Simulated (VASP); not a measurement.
These are rev-vdW-DF2, VASP's PBE PAW potentials (set 64) (plane waves; VASP) values and carry that method's errors.

A VASP calculation is set up with these files.

INCAR:
```
# general
SYSTEM   = La
PREC     = Accurate
ENCUT    = 520
LREAL    = .False.
LASPH    = .True.

# electronic loop
EDIFF    = 1E-7
NELM     = 100
ALGO     = Normal
LMAXMIX  = 6

# smearing
ISMEAR   = 1
SIGMA    = 0.1

# functional
GGA      = MK
LUSE_VDW = .True.
AGGAC    = 0.0
PARAM1   = 0.1234568
PARAM2   = 0.7114
ZAB_VDW  = -1.8867

# ions
IBRION   = 2
NSW      = 30
ISIF     = 4
EDIFFG   = -0.01

# output
LWAVE    = .False.
LCHARG   = .False.
```

POSCAR:
```
La
1
    1.8183358508    -3.1494502909     0.0000000000
    1.8183358508     3.1494502909     0.0000000000
    0.0000000000     0.0000000000    11.6360495836
La
4
Direct
  0.0000000000   0.0000000000   0.5000000000
  0.0000000000   0.0000000000   0.0000000000
  0.3333330000   0.6666670000   0.2500000000
  0.6666670000   0.3333330000   0.7500000000
```

### KPOINTS
```
Automatic mesh
0
Gamma
10 10 3
0 0 0
```

POTCAR, in this order: La (PBE.64 set). Program: vasp_std.

What VASP printed:

File OSZICAR:
```
       N       E                     dE             d eps       ncg     rms          rms(c)
DAV:   1     0.576431025532E+03    0.57643E+03   -0.14846E+04  1464   0.236E+03
DAV:   2     0.124403819145E+03   -0.45203E+03   -0.44646E+03  2192   0.464E+02
DAV:   3     0.555683264372E+01   -0.11885E+03   -0.11785E+03  2702   0.284E+02
DAV:   4    -0.929531353150E+01   -0.14852E+02   -0.14611E+02  2688   0.101E+02
DAV:   5    -0.114045553682E+02   -0.21092E+01   -0.20491E+01  2824   0.336E+01    0.582E+00
DAV:   6    -0.116517595944E+02   -0.24720E+00   -0.27222E+00  2808   0.124E+01    0.305E+00
DAV:   7    -0.116984766477E+02   -0.46717E-01   -0.43626E-01  2744   0.473E+00    0.691E-01
DAV:   8    -0.117079651351E+02   -0.94885E-02   -0.57799E-02  2880   0.153E+00    0.214E-01
DAV:   9    -0.117093457803E+02   -0.13806E-02   -0.92378E-03  2592   0.597E-01    0.455E-02
DAV:  10    -0.117094668896E+02   -0.12111E-03   -0.16129E-03  2768   0.229E-01    0.207E-02
DAV:  11    -0.117094949310E+02   -0.28041E-04   -0.33067E-04  2792   0.735E-02    0.112E-02
DAV:  12    -0.117095023245E+02   -0.73935E-05   -0.65033E-05  2416   0.283E-02    0.403E-03
DAV:  13    -0.117095034216E+02   -0.10972E-05   -0.14220E-05  1920   0.125E-02    0.928E-04
DAV:  14    -0.117095037938E+02   -0.37211E-06   -0.31005E-06  1568   0.780E-03    0.290E-04
DAV:  15    -0.117095038197E+02   -0.25896E-07   -0.69100E-07  1496   0.492E-03
   1 F= -.11709504E+02 E0= -.11708892E+02  d E =-.117095E+02
       N       E                     dE             d eps       ncg     rms          rms(c)
DAV:   1    -0.117105319514E+02   -0.10282E-02   -0.78137E-02  2190   0.514E+00    0.136E-01
DAV:   2    -0.117099540721E+02    0.57788E-03   -0.26210E-03  2548   0.601E-01    0.728E-02
DAV:   3    -0.117097357243E+02    0.21835E-03   -0.11998E-03  2640   0.363E-01    0.190E-02
DAV:   4    -0.117097362429E+02   -0.51863E-06   -0.72987E-05  2528   0.769E-02    0.120E-02
DAV:   5    -0.117097365055E+02   -0.26261E-06   -0.55896E-06  2680   0.215E-02    0.702E-03
DAV:   6    -0.117097368715E+02   -0.36602E-06   -0.13614E-06  2104   0.998E-03    0.684E-04
DAV:   7    -0.117097368884E+02   -0.16862E-07   -0.17717E-07  1208   0.708E-03
   2 F= -.11709737E+02 E0= -.11709151E+02  d E =-.233069E-03
       N       E                     dE             d eps       ncg     rms          rms(c)
DAV:   1    -0.117108736834E+02   -0.11368E-02   -0.10015E-01  2118   0.582E+00    0.153E-01
DAV:   2    -0.117101400064E+02    0.73368E-03   -0.33948E-03  2528   0.681E-01    0.825E-02
DAV:   3    -0.117098598367E+02    0.28017E-03   -0.15333E-03  2640   0.412E-01    0.215E-02
DAV:   4    -0.117098604911E+02   -0.65444E-06   -0.91508E-05  2536   0.876E-02    0.136E-02
DAV:   5    -0.117098609389E+02   -0.44780E-06   -0.71339E-06  2712   0.238E-02    0.760E-03
DAV:   6    -0.117098613476E+02   -0.40872E-06   -0.19527E-06  2392   0.115E-02    0.799E-04
DAV:   7    -0.117098613712E+02   -0.23539E-07   -0.16692E-07  1232   0.510E-03
   3 F= -.11709861E+02 E0= -.11709322E+02  d E =-.357552E-03
```

OUTCAR:
```
------------------------ aborting loop because EDIFF is reached ----------------------------------------
  FORCE on cell =-STRESS in cart. coord.  units (eV):
  Direction    XX          YY          ZZ          XY          YZ          ZX
  --------------------------------------------------------------------------------------
  Total        1.6472022      1.6472024      1.6184440      0.0000000      0.0000000     -0.0000000
  in kB       19.8021829     19.8021858     19.4564603      0.0000000      0.0000000     -0.0000000
  external PRESSURE =      19.6869430 kB  Pullay stress =       0.0000000 kB
  volume of cell :      133.27
      direct lattice vectors                 reciprocal lattice vectors
     1.821298741 -3.154582185  0.000000000     0.274529372 -0.158499595  0.000000000
     1.821298741  3.154582185  0.000000000     0.274529372  0.158499595  0.000000000
     0.000000000  0.000000000 11.598221247     0.000000000  0.000000000  0.086220118
 POSITION                                       TOTAL-FORCE (eV/Angst)
 -----------------------------------------------------------------------------------
      0.00000     -0.00000      5.79911        -0.000000     -0.000000     -0.000000
      0.00000     -0.00000      0.00000        -0.000000      0.000000     -0.000000
      1.82130      1.05153      2.89956         0.000000      0.000000     -0.000000
      1.82130     -1.05153      8.69867        -0.000000     -0.000000      0.000000
 -----------------------------------------------------------------------------------
    total drift:                                0.000000      0.000000      0.000000
  FREE ENERGIE OF THE ION-ELECTRON SYSTEM (eV)
  ---------------------------------------------------
  free  energy   TOTEN  =       -11.7098613712 eV

  energy  without entropy=      -11.7082447158  energy(sigma->0) =      -11.70932249

 reached required accuracy - stopping structural energy minimisation
```
(Selected blocks of OUTCAR.)

CONTCAR:
```
La
   1.00000000000000
     1.8212987405592944   -3.1545821854297915    0.0000000000000000
     1.8212987405592944    3.1545821854297915    0.0000000000000000
     0.0000000000000000    0.0000000000000000   11.5982212465501515
  La
     4
Direct
     0.0000000000000000    0.0000000000000000    0.5000000000000000
     0.0000000000000000    0.0000000000000000    0.0000000000000000
     0.3333330000000032    0.6666669999999968    0.2500000000000000
     0.6666669999999968    0.3333330000000032    0.7500000000000000
```

The compound is La in the dhcp structure. This cell is one point of a volume scan, at 0.94 of the reference volume. Symmetry was kept, so distortions that lower it aren't found.
